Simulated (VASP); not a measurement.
Given:

```
MoSSe
1.0
    3.24972     0.00000     0.00000
   -1.62486     2.81434     0.00000
    0.00000     0.00000    14.13839
Mo Se S
2 2 2
Cartesian
  0.00000   0.00000   3.67199
  0.00000   0.00000  10.46640
  1.62486   0.93811  12.17326
  0.00000   1.87623   1.96513
  0.00000   1.87623   5.19937
  1.62486   0.93811   8.93902
```

The numbers are results of HSE06 screened hybrid, VASP's PBE PAW potentials (set 64) (plane waves; VASP), not measurements. Run with 400 eV cut-off, 6×6×2 Γ-centred mesh, Gaussian smearing of 0.050 eV, potentials Mo_sv Se S.

Without a dispersion term in the relaxation, distances and binding between the weakly bound layers, chains or molecules are unreliable, and so is what depends on them.

### Question
Which forces act on the atoms, in eV/Å?

### Answer

| atom | Fx | Fy | Fz |
|---|---|---|---|
| Mo1 | 0.000 | 0.000 | -0.140 |
| Mo2 | 0.000 | 0.000 | 0.140 |
| Se3 | 0.000 | 0.000 | -0.640 |
| Se4 | 0.000 | 0.000 | 0.640 |
| S5 | 0.000 | 0.000 | -0.497 |
| S6 | 0.000 | 0.000 | 0.497 |

### Question
Give the stress tensor in GPa (positive for a compressed cell).

### Answer

```
-4.15   0.00   0.00
 0.00  -4.15   0.00
 0.00   0.00  -4.57
```
The pressure is its mean diagonal, -4.29 GPa.

The structure comes from a computed database's MoSeS entry (P-3m1); how it stands against other phases isn't given here. It was relaxed first. The cell's shape comes from a PBE relaxation.
